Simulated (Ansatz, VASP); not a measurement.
## SiSbTe3: VASP beside Ansatz

```
Si Sb Te
1.0
     5.70485    0.00000    0.00000
     0.00000    5.70485    0.00000
     0.00000    0.00000    5.70485
Si Sb Te
1 1 3
Direct
  0.00000 0.00000 0.00000
  0.50000 0.50000 0.50000
  0.00000 0.50000 0.50000
  0.50000 0.50000 0.00000
  0.50000 0.00000 0.50000
```

Change from the starting cell: species swapped into the ErRh3C type (Pm-3m, No. 221).

Alike in both runs: functional PBE; k mesh 8 × 8 × 8; occupations gaussian, width 0.1 eV; no spin polarisation.

Ansatz relaxed the structure, and its values are those at the end. VASP's run is a single point on that final structure, the one shown.

|  | VASP | Ansatz |
| --- | --- | --- |
| version | VASP 6.6.1 | Ansatz 0.2.0 |
| potentials or method | VASP PAW PBE potentials, release 64 (Si, Sb, Te) | scalar-relativistic, plane waves, PAW |
| plane-wave cutoff (eV) | 520 | 420 |
| valence electrons in the cell | 27 | 67 |

```csv
,VASP,Ansatz,Ansatz less VASP
gap on the k mesh at the Fermi level (eV),none,none,-
pressure (GPa),0.0,0.0,0.00
```

A gap of «none» marks a metal or a gap that the smearing closes. The two sets of potentials don't hold the same shells in valence.

Spin-orbit coupling is left out, which matters for the levels of Sb, Te.
